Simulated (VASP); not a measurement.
The input files of a VASP run:

### KPOINTS
```
Automatic mesh
0
Gamma
  7 7 4
0 0 0
```

### POSCAR
```
BeTe
1
    3.9523217726     0.0000000000    -0.0000000000
   -1.9761608863     3.4228115072    -0.0000000000
    0.0000000000     0.0000000000     6.5258195153
Be Te
2 2
Direct
  0.3333330000   0.6666670000   0.0007274674
  0.6666670000   0.3333330000   0.5007274674
  0.3333330000   0.6666670000   0.3742725326
  0.6666670000   0.3333330000   0.8742725326
```

INCAR:
```
SYSTEM  =  BeTe
PREC  =  Accurate; ENCUT  =  400; LREAL  =  .FALSE.
LASPH  =  .TRUE.
EDIFF  =  1E-6; NELM  =  100; ALGO  =  Normal
LMAXMIX  =  4
ISMEAR  =  0; SIGMA  =  0.05
GGA  =  PS
IBRION  =  2; NSW  =  60; ISIF  =  3
EDIFFG  =  -0.01
LWAVE  =  .FALSE.; LCHARG  =  .FALSE.
```

POTCAR, in this order: Be Te (PBE.64 set). Program: vasp_std.

Task: Translate this PBEsol calculation to Quantum ESPRESSO's pw.x.

Result: One equivalent input (not run):
```
&CONTROL
  calculation = 'vc-relax'
  pseudo_dir = './pseudo'
  outdir = './out'
  tprnfor = .true.
  tstress = .true.
  nstep = 60
  forc_conv_thr = 0.00039
/
&SYSTEM
  ibrav = 0
  nat = 4
  ntyp = 2
  ecutwfc = 88
  occupations = 'smearing'
  smearing = 'gaussian'
  degauss = 0.003675
  input_dft = 'pbesol'
/
&ELECTRONS
  conv_thr = 7.3e-08
  electron_maxstep = 100
/
&IONS
/
&CELL
/
ATOMIC_SPECIES
  Be 9.012 Be.upf
  Te 127.600 Te.upf
CELL_PARAMETERS angstrom
     3.9523218    0.0000000   -0.0000000
    -1.9761609    3.4228115   -0.0000000
     0.0000000    0.0000000    6.5258195
ATOMIC_POSITIONS crystal
  Be   0.3333330  0.6666670  0.0007275
  Be   0.6666670  0.3333330  0.5007275
  Te   0.3333330  0.6666670  0.3742725
  Te   0.6666670  0.3333330  0.8742725
K_POINTS automatic
  7 7 4 0 0 0
```
Limits of the translation: the potentials are each code's own (VASP's PAW set, PseudoDojo norm-conserving files in pw.x), so ENCUT and ecutwfc are chosen apart and not converted; conv_thr bounds pw.x's estimated SCF error, while EDIFF bounds the energy change between steps; forc_conv_thr acts on force components and is met together with etot_conv_thr.

The structure was generated: BeTe was put into the wurtzite type (P6_3mc), which need not be its known phase. It was relaxed first, which changed the volume by +12 %. The start is the result of an earlier pass.
